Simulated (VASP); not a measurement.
VASP input:

File POSCAR:
```
Mg
1
    1.6371000000    -2.8355410000     0.0000000000
    1.6371000000     2.8355410000     0.0000000000
    0.0000000000     0.0000000000     5.3142000000
Mg
2
Direct
  0.3333330000   0.6666670000   0.2500000000
  0.6666670000   0.3333330000   0.7500000000
```

**INCAR**
```
SYSTEM = Mg
PREC = Accurate
ENCUT = 400
EDIFF = 1E-6
NELM = 100
ALGO = Normal
LREAL = .FALSE.
LASPH = .TRUE.
ISMEAR = 1
SIGMA = 0.1
GGA = PE
LWAVE = .FALSE.
LCHARG = .FALSE.
ISIF = 2
```

**KPOINTS**
```
k-points along high-symmetry lines
5
Line-mode
Reciprocal
  0.000000   0.000000   0.000000 ! GAMMA
 -0.000000   0.500000   0.000000 ! M

 -0.000000   0.500000   0.000000 ! M
 -0.333333   0.666667   0.000000 ! K

 -0.333333   0.666667   0.000000 ! K
  0.000000   0.000000   0.000000 ! GAMMA

  0.000000   0.000000   0.000000 ! GAMMA
  0.000000   0.000000   0.500000 ! A

  0.000000   0.000000   0.500000 ! A
 -0.000000   0.500000   0.500000 ! L

 -0.000000   0.500000   0.500000 ! L
 -0.333333   0.666667   0.500000 ! H

 -0.333333   0.666667   0.500000 ! H
  0.000000   0.000000   0.500000 ! A

 -0.000000   0.500000   0.500000 ! L
 -0.000000   0.500000   0.000000 ! M

 -0.333333   0.666667   0.500000 ! H
 -0.333333   0.666667   0.000000 ! K
```

POTCAR, in this order: Mg (PBE.64 set). Program: vasp_std.

Output of the run:

standard output:
```
 POSCAR found type information on POSCAR Mg
 POSCAR found :  1 types and       2 ions
 Reading from existing POTCAR
 Reading from existing POTCAR
 LDA part: xc-table for (Slater+PW92), standard interpolation
 POSCAR, INCAR and KPOINTS ok, starting setup
 WAVECAR not read
 entering main loop
       N       E                     dE             d eps       ncg     rms          rms(c)
DAV:   1     0.188933305168E+00    0.18893E+00   -0.11139E+03   540   0.376E+02
DAV:   2    -0.228940883857E+01   -0.24783E+01   -0.22612E+01   738   0.249E+01
DAV:   3    -0.231306601754E+01   -0.23657E-01   -0.21412E-01   768   0.285E+00
DAV:   4    -0.231311391931E+01   -0.47902E-04   -0.47899E-04   744   0.107E-01
DAV:   5    -0.231311416307E+01   -0.24376E-06   -0.24383E-06   756   0.664E-03    0.954E-01
DAV:   6    -0.230757078602E+01    0.55434E-02   -0.79512E-04   732   0.305E-01    0.612E-01
DAV:   7    -0.230020895821E+01    0.73618E-02   -0.31598E-03   654   0.534E-01    0.356E-02
DAV:   8    -0.230022253233E+01   -0.13574E-04   -0.99575E-06   810   0.272E-02    0.776E-03
DAV:   9    -0.230022035751E+01    0.21748E-05   -0.13646E-06   690   0.829E-03    0.663E-04
DAV:  10    -0.230022005902E+01    0.29849E-06   -0.91432E-09   438   0.820E-04
   1 F= -.23002201E+01 E0= -.23006624E+01  d E =0.132716E-02
```

File OUTCAR:
```
------------------------ aborting loop because EDIFF is reached ----------------------------------------
  FORCE on cell =-STRESS in cart. coord.  units (eV):
  Direction    XX          YY          ZZ          XY          YZ          ZX
  --------------------------------------------------------------------------------------
  Total        0.1200490      0.1200490     -1.0786330     -0.0000000      0.0000000     -0.0000000
  in kB        3.8984322      3.8984339    -35.0271879     -0.0000000      0.0000000     -0.0000000
  external PRESSURE =      -9.0767739 kB  Pullay stress =       0.0000000 kB
  volume of cell :       49.34
      direct lattice vectors                 reciprocal lattice vectors
     1.637100000 -2.835541000  0.000000000     0.305418117 -0.176333194  0.000000000
     1.637100000  2.835541000  0.000000000     0.305418117  0.176333194  0.000000000
     0.000000000  0.000000000  5.314200000     0.000000000  0.000000000  0.188175078
 POSITION                                       TOTAL-FORCE (eV/Angst)
 -----------------------------------------------------------------------------------
      1.63710      0.94518      1.32855        -0.000000     -0.000000      0.000000
      1.63710     -0.94518      3.98565         0.000000      0.000000      0.000000
 -----------------------------------------------------------------------------------
    total drift:                                0.000001     -0.000005      0.000000
  FREE ENERGIE OF THE ION-ELECTRON SYSTEM (eV)
  ---------------------------------------------------
  free  energy   TOTEN  =        -2.3002200590 eV

  energy  without entropy=       -2.3015472227  energy(sigma->0) =       -2.30066245
```
(Selected blocks of OUTCAR.)

**Question.** The run ends quietly. Is anything wrong with it?

**Answer.** The cause: a line-mode KPOINTS file was used for a self-consistent run. The run ends without an error. Against the sound run, the energy per atom (σ→0) rises by 0.336 eV/atom; the pressure increases by 1.37 GPa. To mend it, correct KPOINTS.
KPOINTS:
```
Automatic mesh
0
Gamma
10 10 5
0 0 0
```
The mended run (PBE GGA, plane waves, VASP's PBE PAW potentials (set 64)) converges, and its OSZICAR ends with
```
   1 F= -.29738104E+01 E0= -.29728991E+01  d E =-.273391E-02
```

The compound is Mg in the hcp structure. The cell was not relaxed at this level.
